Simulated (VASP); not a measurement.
# Mg2BiCl with revPBE + D4: from relaxation to properties, part 2 of 4

Aim: relax Mg2BiCl, then compute properties on the relaxed cell. The cell is invented: it takes the structure of a Materials Project entry for Mg2NCl (space group 166 there), with some of its atoms replaced by other elements, volume scaled by an estimate. It may not be a known or stable phase. Left out of this account: 1 further run (dielectric: a response that the mesh can't converge at so small a gap). The atoms of the start are displaced at random from the sites of a R-3m cell.

VASP 6.6.1; revPBE with D4; plane waves and PAW (Bi_d, Cl, Mg); invented cell.

So far, gap on the k-mesh (eV): step 2 (rough relaxation of the start cell) 0.0386.

## (3) Full relaxation (revPBE + D4)

Properties are meant for the cell that this level of theory prefers, so cell and atoms are relaxed first (ISIF = 3) until forces and stress are small; EDIFFG sets the threshold.

The input, INCAR:

```
SYSTEM = Mg2BiCl
PREC = Accurate
ENCUT = 400
EDIFF = 1E-06
NELM = 100
ISMEAR = 0
SIGMA = 0.05
LREAL = .FALSE.
ALGO = Normal
GGA = RE
IVDW = 13
NBANDS = 19
LORBIT = 11
LWAVE = .FALSE.
LCHARG = .FALSE.
KPAR = 2
IBRION = 2
NSW = 60
ISIF = 3
EDIFFG = -0.01
```

The input, POSCAR:

```
Mg2BiCl
1.0
    2.1445815225      1.2392769753      6.2173306043
   -2.1896761620      1.2558940983      6.2267948685
   -0.0081557375     -2.5144765418      6.2251623071
Bi Cl Mg
1 1 2
Direct
    0.4996285373      0.4967478221      0.5025618404
    0.9899855876      0.0055068105      0.0032219081
    0.2458681598      0.2343768052      0.2424534334
    0.7548437152      0.7578855622      0.7627778182
```

The input, KPOINTS:

```
Automatic mesh
0
Gamma
6 6 6
0 0 0
```

The projector-augmented-wave data sets are Bi_d, Cl and Mg (PBE family, release 64).

Run with:

```bash
$ mpirun -np 2 vasp_std
```

What it wrote:

```text
[banner, memory and clock lines left out]
running    2 mpi-ranks, on    1 nodes
[...]
[... a notice as in an earlier step ...]

 LDA part: xc-table for (Slater+PW92), standard interpolation
 POSCAR, INCAR and KPOINTS ok, starting setup
[...]
entering main loop
       N       E                     dE             d eps       ncg     rms          rms(c)
DAV:   1     0.175447177191E+03    0.17545E+03   -0.10493E+04  4272   0.105E+03
DAV:   2     0.583458376335E+01   -0.16961E+03   -0.16399E+03  4721   0.275E+02
DAV:   3    -0.104152655268E+02   -0.16250E+02   -0.16118E+02  5218   0.952E+01
DAV:   4    -0.108647128563E+02   -0.44945E+00   -0.44902E+00  5478   0.185E+01
[...]
DAV:  11    -0.100729260417E+02   -0.15030E-04   -0.90181E-05  4989   0.664E-02    0.150E-02
DAV:  12    -0.100729427878E+02   -0.16746E-04   -0.33242E-05  4524   0.336E-02    0.906E-03
DAV:  13    -0.100729431441E+02   -0.35624E-06   -0.40044E-06  4951   0.173E-02
   1 F= -.11725000E+02 E0= -.11724286E+02  d E =-.117250E+02
[... from here on, the cycles between the ionic steps are left out ...]
   2 F= -.11725999E+02 E0= -.11725236E+02  d E =-.998786E-03
   6 F= -.11727185E+02 E0= -.11726630E+02  d E =-.821218E-03
  11 F= -.11732454E+02 E0= -.11731888E+02  d E =-.250941E-02
  16 F= -.11747305E+02 E0= -.11746934E+02  d E =-.173609E-01
  21 F= -.11753133E+02 E0= -.11752722E+02  d E =-.210832E-02
  26 F= -.11788957E+02 E0= -.11788950E+02  d E =-.379323E-01
  31 F= -.11818918E+02 E0= -.11818913E+02  d E =-.916174E-02
  36 F= -.11874609E+02 E0= -.11874209E+02  d E =-.292373E-01
  41 F= -.11953525E+02 E0= -.11953525E+02  d E =-.564305E-01
  46 F= -.12006471E+02 E0= -.12006471E+02  d E =-.378788E-02
  51 F= -.12012105E+02 E0= -.12012105E+02  d E =-.279673E-02
  56 F= -.12015080E+02 E0= -.12015080E+02  d E =-.840910E-03
  59 F= -.12015441E+02 E0= -.12015441E+02  d E =-.118940E-03
  60 F= -.12015493E+02 E0= -.12015493E+02  d E =-.170956E-03
[...]
```

Wall time 34 min (2 MPI ranks of Intel Xeon 6975P-C (Granite Rapids), shared host); peak memory 0.97 GiB.

From OUTCAR (step 3):

```text
 k-point     1 :       0.0000    0.0000    0.0000
  band No.  band energies     occupation
    ...
      9      -0.9441      2.00000
     10      -0.7097      2.00000
     11       1.5318      2.00000
     12       3.0608      2.00000
     13       3.4869      2.00000
     14       3.9631      0.00000
     15       5.5507      0.00000
     16       7.0151      0.00000
     17       7.7154      0.00000
     18       8.6207      0.00000
    ...

  DFT-D4 for vdW energy calculation

  Edisp (eV):   -1.36765

  Total       0.04358     0.02059    -0.03759     0.02902    -0.01522     0.01881
  in kB       0.59729     0.28219    -0.51510     0.39770    -0.20854     0.25776
  external pressure =        0.12 kB  Pullay stress =        0.00 kB

 POSITION                                       TOTAL-FORCE (eV/Angst)
 -----------------------------------------------------------------------------------
     -1.77505     -1.06397     10.93925        -0.017775     -0.009723      0.002386
      0.25220      0.14610      7.11304        -0.005214     -0.007279      0.003476
     -0.14553     -0.10465      4.77287         0.011845     -0.002164      0.001557
     -3.41625     -2.03585     16.98983         0.011144      0.019165     -0.007419
 -----------------------------------------------------------------------------------
    total drift:                               -0.000362      0.000034     -0.000636

  FREE ENERGIE OF THE ION-ELECTRON SYSTEM (eV)
  ---------------------------------------------------
  free  energy   TOTEN  =       -12.0154929768 eV

  energy  without entropy=      -12.0154929768  energy(sigma->0) =      -12.01549298

[... 1 part as in an earlier step ...]

[... 18 further parts left out ...]
[key lines of the parts left out:]
E-fermi :   3.7631
```

CONTCAR:

```
Mg2BiCl
   1.00000000000000
     0.7897494404345828    0.4494017326802618    6.7524128281670297
    -3.5064827774934066    0.6157206945433884    7.6558453344620254
    -1.1984347667370807   -3.3737152754462452    7.6488265454938915
  Bi              Cl              Mg
     1     1     2
Direct
     0.5517147716075941    0.4683598710693214    0.4743410188419601
     0.8525761000338273    0.0904411682578303    0.0867701136764339
     0.4592726097285508    0.1067704393262113    0.1116846054037894
     0.6267625185300287    0.8289455213466392    0.8382192621778187
```

The relaxation used up its NSW steps before forces and stress met EDIFFG.

## (4) Second relaxation

The basis stayed that of the start cell while the cell moved. A rerun from the cell reached resets it; the error of the finite cutoff stays. The mesh changes with the cell too.

INCAR is that of step 3.

The input, POSCAR:

```
Mg2BiCl
1.0
    0.7897494404      0.4494017327      6.7524128282
   -3.5064827775      0.6157206945      7.6558453345
   -1.1984347667     -3.3737152754      7.6488265455
Bi Cl Mg
1 1 2
Direct
    0.5517147716      0.4683598711      0.4743410188
    0.8525761000      0.0904411683      0.0867701137
    0.4592726097      0.1067704393      0.1116846054
    0.6267625185      0.8289455213      0.8382192622
```

The input, KPOINTS:

```
Automatic mesh
0
Gamma
7 6 6
0 0 0
```

Run with:

```bash
$ mpirun -np 2 vasp_std
```

What it wrote:

```text
[... set-up lines as in an earlier step ...]
 entering main loop
       N       E                     dE             d eps       ncg     rms          rms(c)
DAV:   1     0.177325532820E+03    0.17733E+03   -0.10341E+04  4864   0.102E+03
DAV:   2     0.519964348514E+01   -0.17213E+03   -0.16698E+03  5456   0.270E+02
DAV:   3    -0.108359523987E+02   -0.16036E+02   -0.15973E+02  5811   0.964E+01
DAV:   4    -0.112658191501E+02   -0.42987E+00   -0.42961E+00  6674   0.191E+01
DAV:   5    -0.112753483212E+02   -0.95292E-02   -0.95287E-02  6597   0.215E+00    0.404E+00
DAV:   6    -0.107945461685E+02    0.48080E+00   -0.76321E-01  5467   0.365E+00    0.270E+00
DAV:   7    -0.107000394318E+02    0.94507E-01   -0.36061E-01  5756   0.276E+00    0.123E+00
DAV:   8    -0.107043612619E+02   -0.43218E-02   -0.41528E-02  6738   0.186E+00    0.222E-01
DAV:   9    -0.107063973667E+02   -0.20361E-02   -0.64939E-03  5565   0.551E-01    0.931E-02
DAV:  10    -0.107068011652E+02   -0.40380E-03   -0.54301E-04  6273   0.160E-01    0.384E-02
DAV:  11    -0.107069464600E+02   -0.14529E-03   -0.23057E-04  5266   0.105E-01    0.179E-02
DAV:  12    -0.107069920568E+02   -0.45597E-04   -0.95532E-05  5284   0.505E-02    0.639E-03
DAV:  13    -0.107069957877E+02   -0.37309E-05   -0.61492E-06  5694   0.150E-02    0.259E-03
DAV:  14    -0.107069961437E+02   -0.35600E-06   -0.10245E-06  4301   0.655E-03
   1 F= -.12074650E+02 E0= -.12074650E+02  d E =-.120747E+02
 curvature:   0.00 expect dE= 0.000E+00 dE for cont linesearch  0.000E+00
 trial: gam= 0.00000 g(F)=  0.786E-04 g(S)=  0.358E-02 ort = 0.000E+00 (trialstep = 0.100E+01)
 search vector abs. value=  0.366E-02
 bond charge predicted
       N       E                     dE             d eps       ncg     rms          rms(c)
DAV:   1    -0.107438547856E+02   -0.36859E-01   -0.57395E-01  5555   0.830E+00    0.748E-01
DAV:   2    -0.107263316102E+02    0.17523E-01   -0.36536E-02  6489   0.213E+00    0.305E-01
DAV:   3    -0.107230644922E+02    0.32671E-02   -0.12380E-02  6741   0.115E+00    0.108E-01
DAV:   4    -0.107229444757E+02    0.12002E-03   -0.78052E-04  5977   0.178E-01    0.389E-02
DAV:   5    -0.107229239574E+02    0.20518E-04   -0.11446E-04  7674   0.100E-01    0.174E-02
DAV:   6    -0.107229211009E+02    0.28566E-05   -0.12505E-05  5413   0.349E-02    0.361E-03
DAV:   7    -0.107229202569E+02    0.84395E-06   -0.22275E-06  5082   0.128E-02
   2 F= -.12077267E+02 E0= -.12077267E+02  d E =-.261649E-02
[... from here on, the cycles between the ionic steps are left out ...]
   3 F= -.12077893E+02 E0= -.12077893E+02  d E =-.324292E-02
   4 F= -.12079708E+02 E0= -.12079708E+02  d E =-.181455E-02
   5 F= -.12081411E+02 E0= -.12081411E+02  d E =-.351793E-02
   6 F= -.12081467E+02 E0= -.12081467E+02  d E =-.357405E-02
   7 F= -.12083099E+02 E0= -.12083099E+02  d E =-.163119E-02
   8 F= -.12084277E+02 E0= -.12084277E+02  d E =-.280990E-02
   9 F= -.12084392E+02 E0= -.12084392E+02  d E =-.292515E-02
  10 F= -.12085872E+02 E0= -.12085872E+02  d E =-.147971E-02
  11 F= -.12089570E+02 E0= -.12089570E+02  d E =-.517757E-02
  12 F= -.12093672E+02 E0= -.12093672E+02  d E =-.927928E-02
  13 F= -.12096726E+02 E0= -.12096726E+02  d E =-.305393E-02
  14 F= -.12097497E+02 E0= -.12097497E+02  d E =-.382565E-02
  15 F= -.12099444E+02 E0= -.12099444E+02  d E =-.194622E-02
  16 F= -.12099491E+02 E0= -.12099491E+02  d E =-.199379E-02
  17 F= -.12100163E+02 E0= -.12100163E+02  d E =-.671636E-03
  18 F= -.12100194E+02 E0= -.12100194E+02  d E =-.702959E-03
  19 F= -.12100697E+02 E0= -.12100697E+02  d E =-.502865E-03
  20 F= -.12100976E+02 E0= -.12100976E+02  d E =-.781936E-03
  21 F= -.12101282E+02 E0= -.12101282E+02  d E =-.305562E-03
  22 F= -.12101714E+02 E0= -.12101714E+02  d E =-.738252E-03
  23 F= -.12102076E+02 E0= -.12102076E+02  d E =-.362142E-03
  24 F= -.12102282E+02 E0= -.12102282E+02  d E =-.567827E-03
  25 F= -.12102428E+02 E0= -.12102428E+02  d E =-.145519E-03
  26 F= -.12102500E+02 E0= -.12102500E+02  d E =-.217689E-03
  27 F= -.12102559E+02 E0= -.12102559E+02  d E =-.592896E-04
  28 F= -.12102575E+02 E0= -.12102575E+02  d E =-.747815E-04
 curvature:  -2.87 expect dE=-0.113E-03 dE for cont linesearch -0.496E-07
 trial: gam= 0.91016 g(F)=  0.864E-05 g(S)=  0.306E-04 ort =-0.117E-05 (trialstep = 0.157E+01)
 search vector abs. value=  0.102E-03
 bond charge predicted
       N       E                     dE             d eps       ncg     rms          rms(c)
DAV:   1    -0.108399634512E+02   -0.74426E-03   -0.13983E-02  5074   0.749E-01    0.592E-02
DAV:   2    -0.108399494128E+02    0.14038E-04   -0.67133E-04  5452   0.201E-01    0.331E-02
DAV:   3    -0.108399299179E+02    0.19495E-04   -0.41650E-05  6966   0.635E-02    0.200E-02
DAV:   4    -0.108399209041E+02    0.90138E-05   -0.19152E-05  6742   0.443E-02    0.519E-03
DAV:   5    -0.108399207508E+02    0.15327E-06   -0.29376E-06  4667   0.128E-02
  29 F= -.12102615E+02 E0= -.12102615E+02  d E =-.404399E-04
 trial-energy change:   -0.000040  1 .order   -0.000043   -0.000060   -0.000026
 step:   2.7967(harm=  2.7967)  dis= 0.00308  next Energy=   -12.102628 (dE=-0.533E-04)
 reached required accuracy - stopping structural energy minimisation
```

Elapsed: 27 min, on 2 MPI ranks; peak memory 1.2 GiB; 53 min of CPU time.

Parts of OUTCAR (step 4):

```text
  LATTYP: Found a triclinic cell.
 ALAT       =     4.3933430962
 B/A-ratio  =     1.0490835745
 C/A-ratio  =     1.5508183563
 COS(alpha) =     0.0005564427
 COS(beta)  =     0.0929455897
 COS(gamma) =     0.5227838085

The static configuration has the point symmetry C_1 .

 Found    128 irreducible k-points:

   k-points           NKPTS =    128   k-points in BZ     NKDIM =    128   number of bands    NBANDS=     19

   dimension x,y,z NGX =    48 NGY =   56 NGZ =   56
   dimension x,y,z NGXF=    96 NGYF=  112 NGZF=  112

   ENCUT  =  400.0 eV  29.40 Ry    5.42 a.u.  11.11 13.77 13.77*2*pi/ulx,y,z

   NELECT =      26.0000    total number of electrons

 E-fermi :   2.9144

 k-point     1 :       0.0000    0.0000    0.0000
  band No.  band energies     occupation
    ...
      9      -1.1313      2.00000
     10      -0.9306      2.00000
     11       0.9695      2.00000
     12       2.5634      2.00000
     13       2.7120      2.00000
     14       3.4967      0.00000
     15       5.3748      0.00000
     16       6.4473      0.00000
     17       6.6951      0.00000
     18       8.1480      0.00000
    ...

 k-point     2 :       0.1429   -0.0000   -0.0000
  band No.  band energies     occupation
    ...
      9      -1.2863      2.00000
     10      -0.9659      2.00000
     11       0.6748      2.00000
     12       1.3217      2.00000
     13       2.2738      2.00000
     14       4.7257      0.00000
     15       5.6905      0.00000
     16       6.6830      0.00000
     17       7.0419      0.00000
     18       7.6546      0.00000
    ...

  DFT-D4 for vdW energy calculation

  Edisp (eV):   -1.26269

  Total       0.01635    -0.00813     0.00704     0.01511     0.00501    -0.00237
  in kB       0.21140    -0.10511     0.09109     0.19544     0.06478    -0.03068
  external pressure =        0.07 kB  Pullay stress =        0.00 kB

  energy-cutoff  :      400.00
  volume of cell :      123.90
      direct lattice vectors                 reciprocal lattice vectors
     0.347979690  0.190283794  7.275482874     0.272397363  0.157765056  0.120293200
    -3.960329112  0.331926683  8.532625063    -0.225882131  0.121807406  0.007617971
    -1.666533969 -3.623696890  8.526269154    -0.006386711 -0.256519451  0.007014509

 POSITION                                       TOTAL-FORCE (eV/Angst)
 -----------------------------------------------------------------------------------
     -2.49797     -1.47955     12.09495        -0.000528     -0.002161     -0.000651
     -0.11958     -0.09140      7.52121         0.005886      0.003514     -0.001249
     -0.33677     -0.21546      5.15820        -0.001120      0.002150      0.002338
     -4.61603     -2.71911     18.97944        -0.004239     -0.003504     -0.000437
 -----------------------------------------------------------------------------------
    total drift:                               -0.000507     -0.000513     -0.000579

  FREE ENERGIE OF THE ION-ELECTRON SYSTEM (eV)
  ---------------------------------------------------
  free  energy   TOTEN  =       -12.1026150703 eV

  energy  without entropy=      -12.1026150703  energy(sigma->0) =      -12.10261507

 total charge
# of ion       s       p       d       tot
------------------------------------------
    1        1.423   1.798   9.868  13.089
    2        1.597   3.591   0.000   5.188
    3        0.170   0.118   0.025   0.314
    4        0.169   0.114   0.024   0.308
--------------------------------------------------
tot          3.359   5.622   9.917  18.898

[... 2 parts as in an earlier step ...]

[... 7 further parts left out ...]
```

CONTCAR:

```
Mg2BiCl
   1.00000000000000
     0.3479796900987986    0.1902837935778267    7.2754828739760962
    -3.9603291122840547    0.3319266829335782    8.5326250630380454
    -1.6665339691966321   -3.6236968899005073    8.5262691543874372
  Bi              Cl              Mg
     1     1     2
Direct
     0.5410781682206693    0.4761657692808102    0.4803269512202082
     0.8577555546073616    0.0731747647086595    0.0769679177092785
     0.4947693869600071    0.0891209863069893    0.0936026249835820
     0.5967228900119621    0.8560554797035429    0.8601175061869264
```

Step by step (22 of 29):

```
step  energy less that of the first step (eV)  largest force (eV/Å)  pressure (GPa)  volume (Å³)
   1                                   0.0000                0.0244            0.33       116.91
   2                                  -0.0026                0.0263            0.03       117.92
   4                                  -0.0051                0.0556           -0.10       118.60
   5                                  -0.0068                0.0896            0.05       118.44
   6                                  -0.0068                0.0964            0.08       118.40
   8                                  -0.0096                0.0887           -0.01       119.06
   9                                  -0.0097                0.0911           -0.03       119.21
  10                                  -0.0112                0.0880           -0.01       119.34
  12                                  -0.0190                0.0912            0.17       120.47
  13                                  -0.0221                0.0713           -0.07       121.72
  14                                  -0.0228                0.0673           -0.23       122.61
  16                                  -0.0248                0.0576            0.01       122.38
  17                                  -0.0255                0.0407            0.04       122.37
  18                                  -0.0255                0.0449            0.05       122.37
  20                                  -0.0263                0.0544           -0.09       123.40
  21                                  -0.0266                0.0466           -0.08       123.42
  22                                  -0.0271                0.0545            0.00       123.46
  24                                  -0.0276                0.0205            0.03       123.52
  25                                  -0.0278                0.0155            0.01       123.67
  26                                  -0.0278                0.0130           -0.01       123.88
  28                                  -0.0279                0.0104            0.01       123.85
  29                                  -0.0280                0.0070            0.01       123.90
```

```
     cell as run  before  after   change
           a (Å)   6.813  7.286   +6.9 %
           b (Å)   8.443  9.413  +11.5 %
           c (Å)   8.445  9.413  +11.5 %
           α (°)   31.67  28.11  -11.2 %
           β (°)   31.26  27.63  -11.6 %
           γ (°)   31.20  27.63  -11.5 %
volume (Å³/atom)   29.23  30.97   +6.0 %
```

The atoms that moved most (Å, as changes of fractional coordinates times the final cell):

```
atom      dx      dy      dz  length
 Mg4  -0.154  -0.076   0.199   0.263
 Cl2   0.087   0.031  -0.193   0.214
 Mg3   0.112   0.066  -0.047   0.139
 Bi1  -0.045  -0.021   0.040   0.064
```

The relaxed structure:

```xyz
4
Lattice="0.3480 0.1903 7.2755 -3.9603 0.3319 8.5326 -1.6665 -3.6237 8.5263" Properties=species:S:1:pos:R:3 pbc="T T T"
Bi   -2.4980   -1.4795   12.0949
Cl   -0.1196   -0.0914    7.5212
Mg   -0.3368   -0.2155    5.1582
Mg   -4.6160   -2.7191   18.9794
```

Numbers from this step:

```
irreducible k-points            : 128
free energy (TOTEN)             : -12.10 eV
Fermi energy                    : 2.914 eV
pressure                        : 0.006579 GPa
valence top at k                : 0, 0, 0
SCF cycles over all ionic steps : 197
gap on the k-mesh               : 0.7847 eV
least direct gap on the k-mesh  : 0.7847 eV
```

It ends with a largest force of 0.007 eV/Å and a pressure of 0.01 GPa.

(Part 2 of 4 ends here.)

[Lines on the potential files, build, host, timing and source positions are cut from VASP's logs without a mark.]

[Logs are printed without paths, hosts, clocks, repeated set-up lines and the standing remarks that a program may print on its own settings, such as how far it seeks lower states.]

[Hosts, paths, dates, database ids (printed as entryN), source tags and the programs' standing remarks are cut or masked in the printed files.]

[A measured line is paired with the nearest computed mode of its activity, which favours agreement.]
